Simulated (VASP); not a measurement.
Input:

```yaml
crystal:
  lattice:
    - [10.76251, 0.00000, 0.00000]
    - [0.00000, 3.87991, 0.00000]
    - [0.00000, 0.00000, 4.21159]
  atoms:
    - { symbol: Ge, position: [0.12106, 0.25000, 0.10004] }
    - { symbol: Ge, position: [0.87894, 0.75000, 0.89996] }
    - { symbol: Ge, position: [0.37894, 0.75000, 0.60004] }
    - { symbol: Ge, position: [0.62106, 0.25000, 0.39996] }
    - { symbol: Se, position: [0.85586, 0.25000, 0.49563] }
    - { symbol: Se, position: [0.14414, 0.75000, 0.50437] }
    - { symbol: Se, position: [0.64414, 0.75000, 0.99563] }
    - { symbol: Se, position: [0.35586, 0.25000, 0.00437] }
```

Level of theory: PBEsol GGA, VASP's PBE PAW potentials (set 64) (plane waves; VASP 6.6.1). Settings: 400 eV cut-off, 5×13×12 Γ-centred mesh, Gaussian smearing of 0.010 eV, potentials Ge_d Se.

### Question
The job: GeSe (space group Pnma), 8 atoms, PBEsol, optics run with many empty bands, 400 eV, 5×13×12 Γ-centred mesh. Roughly how much core time does it take on a busy server core?

### Answer
About 50 core-minutes (one run on a shared machine, a rough figure). It had 147 irreducible k-points, 144 bands, up to 3222 plane waves and 13 electronic steps.

The structure comes from a computed database's GeSe entry (Pnma); how it stands against other phases isn't given here. It was relaxed first, which changed the volume by -12 %.
